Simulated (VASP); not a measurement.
Input:

```
LaB6
1.0
    4.18209     0.00000     0.00000
    0.00000     4.18209     0.00000
    0.00000     0.00000     4.18209
La B
1 6
Direct
  0.00000   0.00000   0.00000
  0.80012   0.50000   0.50000
  0.19988   0.50000   0.50000
  0.50000   0.80012   0.50000
  0.50000   0.19988   0.50000
  0.50000   0.50000   0.80012
  0.50000   0.50000   0.19988
```

The numbers are results of PBE GGA, VASP's PBE PAW potentials (set 64) (plane waves; VASP), not measurements. Numerical set-up: 400 eV cut-off, 11×11×11 Γ-centred mesh, Fermi-Dirac smearing of 0.10 eV, potentials La B.

At this cut-off the stress carries a Pulay error, which pulls relaxed volumes low.

Q: Predict the energy per atom (σ→0), pressure, band gap (on the k-mesh) with the smallest direct gap where there is one.

A: 
| Property | Value |
|---|---|
| band gap (on the k-mesh) | none (metal, semimetal or under 0.01 eV) |
| energy per atom (σ→0) | -675.8 kJ/mol of atoms |
| pressure | -3.33 GPa |

The absolute energy has meaning only against runs of the same code, potentials and settings.

The structure comes from a computed database's LaB6 entry; how it stands against other phases isn't given here. The cell was not relaxed at this level. The electron count is odd and the run is not spin-polarised, which forces a metal.
